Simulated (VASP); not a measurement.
These are PBE GGA, VASP's PBE PAW potentials (set 64) (plane waves; VASP) values and carry that method's errors.

A VASP calculation is set up with these files.

### POSCAR
```
Ir2Pt
1.0
 -1.6108500000   1.6108500000   3.9426230000
  1.6108500000  -1.6108500000   3.9426230000
  1.6108500000   1.6108500000  -3.9426230000
Pt Ir
1 2
Cart
  0.0000000000   0.0000000000   0.0000000000
 -0.0000000000   0.0000000000   2.6439229838
  0.0000000000  -0.0000000000   5.2413230162
```

**KPOINTS**
```
Automatic mesh
0
Gamma
9 9 9
0 0 0
```

### INCAR
```
! general
SYSTEM  = Ir2Pt
PREC    = Accurate
ENCUT   = 300
LREAL   = F
LASPH   = T   ! aspherical one-centre terms

! electronic loop
EDIFF   = 1E-6   ! SCF stop (eV)
NELM    = 100   ! most electronic steps
ALGO    = Normal   ! blocked Davidson
LMAXMIX = 6   ! l cut-off of mixed one-centre charges

! smearing
ISMEAR  = 0
SIGMA   = 0.1   ! width (eV)

! functional
GGA     = PE   ! PBE

! ions
ISIF    = 2   ! forces and stress, cell fixed

! output
LWAVE   = F
LCHARG  = F
```

POTCAR, in this order: Pt Ir (PBE.64 set). Program: vasp_std.

At this cut-off the stress carries a Pulay error, which pulls relaxed volumes low. Unless said otherwise, spin-orbit coupling is left out, though it shifts the bands of the heavy elements here.

Task: What does the run give for the energy per atom (σ→0), pressure, largest force, band gap (on the k-mesh)?

Result: 
```json
{
  "energy per atom (σ→0)": "-725.7 kJ/mol of atoms",
  "band gap (on the k-mesh)": "none (metal, semimetal or under 0.01 eV)",
  "pressure": "40.86 GPa",
  "largest_force": "0.822 eV/Å"
}
```

OSZICAR:
```
...
DAV:   6    -0.228390423768E+02    0.11555E+01   -0.20150E+00  2868   0.139E+01    0.144E+01
DAV:   7    -0.226547569025E+02    0.18429E+00   -0.12633E+00  3604   0.140E+01    0.363E+00
DAV:   8    -0.225807014423E+02    0.74055E-01   -0.43681E-01  3634   0.783E+00    0.228E+00
DAV:   9    -0.225714571496E+02    0.92443E-02   -0.36015E-02  2742   0.185E+00    0.703E-01
DAV:  10    -0.225709083022E+02    0.54885E-03   -0.13915E-03  3426   0.403E-01    0.592E-02
DAV:  11    -0.225709173068E+02   -0.90046E-05   -0.37169E-05  2946   0.540E-02    0.115E-02
DAV:  12    -0.225709180897E+02   -0.78281E-06   -0.52201E-06  2700   0.291E-02
   1 F= -.22570918E+02 E0= -.22565231E+02  d E =-.113736E-01
```

The structure was generated: Ir2Pt was put into an ordered model structure, which need not be its known phase. The cell was not relaxed at this level, and its volume differs by -5.9 % from the start's. The k-mesh is coarse (spacing up to 0.31 per Å, 2π included), so the numbers may not be converged in it.
